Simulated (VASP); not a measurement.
Output of a VASP run:

**OSZICAR**
```
...
DAV:   7    -0.425807491103E+02   -0.10649E-02   -0.11447E-02  2912   0.578E-01    0.709E-02
DAV:   8    -0.425808601220E+02   -0.11101E-03   -0.74735E-04  2520   0.220E-01    0.477E-02
DAV:   9    -0.425808785420E+02   -0.18420E-04   -0.15355E-04  2088   0.963E-02    0.142E-02
DAV:  10    -0.425808793699E+02   -0.82784E-06   -0.86184E-06  2272   0.243E-02
   2 F= -.33034556E+02 E0= -.33034556E+02  d E =0.229843E+00
       N       E                     dE             d eps       ncg     rms          rms(c)
DAV:   1    -0.447470029301E+02   -0.21661E+01   -0.37891E+01  2336   0.688E+01    0.106E+01
DAV:   2    -0.437511991803E+02    0.99580E+00   -0.42684E+00  2312   0.210E+01    0.386E+00
DAV:   3    -0.435651763603E+02    0.18602E+00   -0.13948E+00  2304   0.756E+00    0.100E+00
DAV:   4    -0.435616389484E+02    0.35374E-02   -0.24049E-01  2744   0.308E+00    0.724E-01
DAV:   5    -0.435691535671E+02   -0.75146E-02   -0.19802E-02  2960   0.115E+00    0.527E-01
DAV:   6    -0.435792867229E+02   -0.10133E-01   -0.18659E-02  2920   0.779E-01    0.289E-01
DAV:   7    -0.435819462485E+02   -0.26595E-02   -0.53214E-03  2944   0.414E-01    0.107E-01
DAV:   8    -0.435822029349E+02   -0.25669E-03   -0.68657E-04  2632   0.191E-01    0.222E-02
DAV:   9    -0.435822189657E+02   -0.16031E-04   -0.82175E-05  2688   0.500E-02    0.612E-03
DAV:  10    -0.435822188860E+02    0.79615E-07   -0.42851E-06  2208   0.150E-02
   3 F= -.33324149E+02 E0= -.33324149E+02  d E =-.597499E-01
       N       E                     dE             d eps       ncg     rms          rms(c)
DAV:   1    -0.435744392408E+02    0.77797E-02   -0.44874E-03  2384   0.717E-01    0.114E-01
DAV:   2    -0.435743137722E+02    0.12547E-03   -0.48020E-04  2368   0.217E-01    0.407E-02
DAV:   3    -0.435742917069E+02    0.22065E-04   -0.14315E-04  2576   0.827E-02    0.741E-03
DAV:   4    -0.435742929046E+02   -0.11977E-05   -0.25686E-05  2440   0.266E-02    0.755E-03
DAV:   5    -0.435742933491E+02   -0.44450E-06   -0.15260E-06  1464   0.110E-02
   4 F= -.33324185E+02 E0= -.33324185E+02  d E =-.597860E-01
       N       E                     dE             d eps       ncg     rms          rms(c)
DAV:   1    -0.435674954427E+02    0.67975E-02   -0.32487E-03  2368   0.619E-01    0.954E-02
DAV:   2    -0.435674068785E+02    0.88564E-04   -0.32771E-04  2392   0.184E-01    0.336E-02
DAV:   3    -0.435673920504E+02    0.14828E-04   -0.10815E-04  2472   0.701E-02    0.685E-03
DAV:   4    -0.435673930224E+02   -0.97200E-06   -0.19292E-05  2448   0.235E-02    0.700E-03
DAV:   5    -0.435673935485E+02   -0.52609E-06   -0.10527E-06  1240   0.949E-03
   5 F= -.33324164E+02 E0= -.33324164E+02  d E =-.597655E-01
       N       E                     dE             d eps       ncg     rms          rms(c)
DAV:   1    -0.435797075093E+02   -0.12314E-01   -0.19177E-02  2504   0.165E+00    0.172E-01
DAV:   2    -0.435794874899E+02    0.22002E-03   -0.17149E-03  2352   0.368E-01    0.660E-02
DAV:   3    -0.435794300715E+02    0.57418E-04   -0.38551E-04  2496   0.140E-01    0.120E-02
DAV:   4    -0.435794324601E+02   -0.23886E-05   -0.62363E-05  2400   0.453E-02    0.114E-02
DAV:   5    -0.435794335938E+02   -0.11337E-05   -0.42120E-06  2416   0.182E-02    0.775E-03
DAV:   6    -0.435794359804E+02   -0.23865E-05   -0.35494E-06  2104   0.104E-02    0.421E-03
DAV:   7    -0.435794368320E+02   -0.85159E-06   -0.20087E-06  2008   0.826E-03
   6 F= -.33324197E+02 E0= -.33324197E+02  d E =-.326511E-04
```

OUTCAR:
```
------------------------ aborting loop because EDIFF is reached ----------------------------------------
  FORCE on cell =-STRESS in cart. coord.  units (eV):
  Direction    XX          YY          ZZ          XY          YZ          ZX
  --------------------------------------------------------------------------------------
  Total       10.1963832     10.1963832     10.1957122      0.0000000      0.0000000      0.0000000
  in kB      298.2782499    298.2782499    298.2586192      0.0000000      0.0000000      0.0000000
  external PRESSURE =      -1.7282936 kB  Pullay stress =     300.0000000 kB
  volume of cell :       54.77
      direct lattice vectors                 reciprocal lattice vectors
     3.797600790  0.000000000  0.000000000     0.263324150  0.000000000  0.000000000
     0.000000000  3.797600790 -0.000000000     0.000000000  0.263324150  0.000000000
     0.000000000  0.000000000  3.797663908     0.000000000  0.000000000  0.263319773
 POSITION                                       TOTAL-FORCE (eV/Angst)
 -----------------------------------------------------------------------------------
      0.00000      3.79760      3.77113        -0.000000      0.000000     -0.004946
      1.89880      1.89880      1.87394         0.000000      0.000000     -0.011125
      1.89880      1.89880      3.76982         0.000000     -0.000000      0.003717
      0.00000      1.89880      1.87011         0.000000      0.000000      0.006177
      1.89880      0.00000      1.87011         0.000000      0.000000      0.006177
 -----------------------------------------------------------------------------------
    total drift:                                0.000000     -0.000000     -0.000136
  FREE ENERGIE OF THE ION-ELECTRON SYSTEM (eV)
  ---------------------------------------------------
  free  energy   TOTEN  =       -43.5794368320 eV

  energy  without entropy=      -43.5794368320  energy(sigma->0) =      -43.57943683
  enthalpy is  TOTEN    =       -33.3241970868 eV   P V=       10.2552397451

 reached required accuracy - stopping structural energy minimisation
```
(Selected blocks of OUTCAR.)

### POSCAR
```
BaTiO3
1
    3.8393645304     0.0000000000     0.0000000000
    0.0000000000     3.8393645304     0.0000000000
    0.0000000000     0.0000000000     3.8396803818
Ba Ti O
1 1 3
Direct
  0.0000000000   0.0000000000   0.9930605297
  0.5000000000   0.5000000000   0.4937167321
  0.5000000000   0.5000000000   0.9923543916
  0.0000000000   0.5000000000   0.4924341731
  0.5000000000   0.0000000000   0.4924341731
```

Problem. Write an INCAR and KPOINTS that could have produced this output.

Solution. This is not unique; one that fits is the input of the run itself, LDA (Ceperley-Alder, Perdew-Zunger), plane waves, VASP's LDA PAW potentials (set 64).

### INCAR
```
! general
SYSTEM  = BaTiO3
PREC    = Accurate
ENCUT   = 620
LREAL   = .FALSE.
LASPH   = .TRUE.

! electronic loop
EDIFF   = 1E-6
NELM    = 100
ALGO    = Normal
LMAXMIX = 4

! smearing
ISMEAR  = 0
SIGMA   = 0.05

! ions
IBRION  = 2
NSW     = 40
ISIF    = 3
EDIFFG  = -0.02
PSTRESS = 300

! output
LWAVE   = .FALSE.
LCHARG  = .FALSE.
```

File KPOINTS:
```
Automatic mesh
0
Gamma
6 6 6
0 0 0
```

POTCAR, in this order: Ba_sv Ti_sv O (LDA.64 set). Program: vasp_std.

Energy and stress use the plane-wave basis of the starting cell.

The compound is BaTiO3 in the tetragonal perovskite structure. This run relaxes it under an external pressure of 30 GPa. Symmetry was kept, so distortions that lower it aren't found.
